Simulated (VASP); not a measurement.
Consider the following.

```
CELL_PARAMETERS angstrom
      2.52744    -6.67886     0.00000
      2.52744     6.67886     0.00000
      0.00000     0.00000     4.98088
ATOMIC_POSITIONS crystal
  Te 0.56400 0.43600 0.25000
  Te 0.43600 0.56400 0.75000
  Os 0.85475 0.14525 0.25000
  Os 0.14525 0.85475 0.75000
```

Computed with PBE GGA, VASP's PBE PAW potentials (set 64) (plane waves; VASP). Numerical set-up: 300 eV cut-off, 3×3×3 Γ-centred mesh, Fermi-Dirac smearing of 0.10 eV, potentials Te Os.

At this cut-off the stress carries a Pulay error, which pulls relaxed volumes low.

Q: Which forces act on the atoms, in eV/Å?

A: 
```tsv
atom	Fx	Fy	Fz
Te1	0.000	-1.014	0.000
Te2	0.000	1.014	0.000
Os3	0.000	-0.473	0.000
Os4	0.000	0.473	0.000
```

Q: Give the stress tensor in GPa (positive for a compressed cell).

A: 
```
-12.84    0.00    0.00
  0.00  -11.38    0.00
  0.00    0.00   -9.65
```
The pressure is its mean diagonal, -11.29 GPa.

The structure was generated: TeOs was put into an ordered model structure, which need not be its known phase. The cell was not relaxed at this level. The k-mesh is coarse (spacing up to 0.44 per Å, 2π included), so the numbers may not be converged in it. VASP warned that the highest band is occupied, so more bands are needed.
